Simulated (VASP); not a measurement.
Here is the system:

```
TiO2
1.0
    4.62767     0.00000     0.00000
    0.00000     4.62767     0.00000
    0.00000     0.00000     2.96044
Ti O
2 4
Cartesian
  0.00000   0.00000   0.00000
  2.31384   2.31384   1.48022
  1.40916   1.40916   2.96044
  3.72300   0.90468   1.48022
  0.90468   3.72300   1.48022
  3.21852   3.21852   0.00000
```

Level of theory: PBE GGA with D3 dispersion (zero damping), VASP's PBE PAW potentials (set 64) (plane waves; VASP 6.6.1). Settings: 520 eV cut-off, 6×6×8 Γ-centred mesh, tetrahedra with Blöchl corrections, potentials Ti_sv O.

**Question.** The job: TiO$_{2}$ (rutile), 6 atoms, PBE-D3 (zero damping), static run, 520 eV, 6×6×8 Γ-centred mesh. Roughly how much core time does it take on a busy server core?

**Answer.** About 80 core-seconds (one run on a shared machine, a rough figure). It had 50 irreducible k-points, 28 bands, up to 1723 plane waves and 16 electronic steps.

The compound is TiO2 in the rutile structure. It was relaxed first.
